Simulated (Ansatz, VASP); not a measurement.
## TePt2Se: VASP beside Ansatz

```xyz
4
Lattice="4.1461 0.0000 0.0000 -2.0730 3.5906 0.0000 0.0000 0.0000 5.5809" Properties=species:S:1:pos:R:3 pbc="T T T"
Te    0.0000    2.3937    2.7904
Pt    2.0730    1.1969    4.2050
Pt    2.0730    1.1969    1.3759
Se    0.0000    0.0000    0.0000
```

Alike in both runs: functional PBE; k mesh 12 × 12 × 8; occupations gaussian, width 0.1 eV; no spin polarisation.

Ansatz relaxed the structure, and its values are those at the end. VASP's run is a single point on that final structure, the one shown.

|  | VASP | Ansatz |
| --- | --- | --- |
| version | VASP 6.6.1 | Ansatz 0.2.0 |
| potentials or method | VASP PAW PBE potentials, release 64 (Te, Pt, Se) | scalar-relativistic, plane waves, PAW |
| plane-wave cutoff (eV) | 520 | 420 |
| valence electrons in the cell | 32 | 68 |

Ansatz gave:

* gap on the k mesh at the Fermi level (eV): none
* pressure (GPa): 0.0
* rms of the force components (eV/Å): 0.000

**Question.** What did VASP give for the same quantities?

**Answer.** gap on the k mesh at the Fermi level (eV): none; pressure (GPa): -0.2; rms of the force components (eV/Å): 0.004.

A gap of «none» marks a metal or a gap that the smearing closes. The two sets of potentials don't hold the same shells in valence.

Spin-orbit coupling is left out, which matters for the levels of Pt, Te.
